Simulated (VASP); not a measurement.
# WS: equation of state with PBE

Crystal: WS.

```
W S
1.0
     3.00789    0.00000    0.00000
     0.00000    3.00789    0.00000
     0.00000    0.00000    3.00789
W S
1 1
Direct
  0.50000 0.50000 0.50000
  0.00000 0.00000 0.00000
```

The cell was built by a generator and needn't be a form met in nature.

```yaml
Program: VASP 6.6.1
Task: equation of state
Functional: PBE
Potentials_or_basis: VASP PAW PBE potentials, release 64 (W_sv, S)
Cutoff: 520 eV
k_mesh: 9 × 9 × 9
Occupations: fermi-dirac, width 0.05 eV
Spin: no spin polarisation
```

```yaml
Equilibrium_volume: 13.65 Å³/atom
Bulk_modulus: 242 GPa
Pressure_derivative_of_the_bulk_modulus: 4.7
```

Energy against volume, from the lowest point:
| volume (Å³/atom) | energy (meV/atom) |
| --- | --- |
| 12.790 | 46.71 |
| 13.063 | 21.01 |
| 13.335 | 5.82 |
| 13.607 | 0.00 |
| 13.879 | 2.57 |
| 14.151 | 12.63 |
| 14.423 | 29.35 |

All runs of the series together: 54 s on 1 thread of AMD EPYC 9R45 96-Core Processor (Zen 5), on a shared host.

The run has no spin-orbit coupling, so splittings on W are missing.
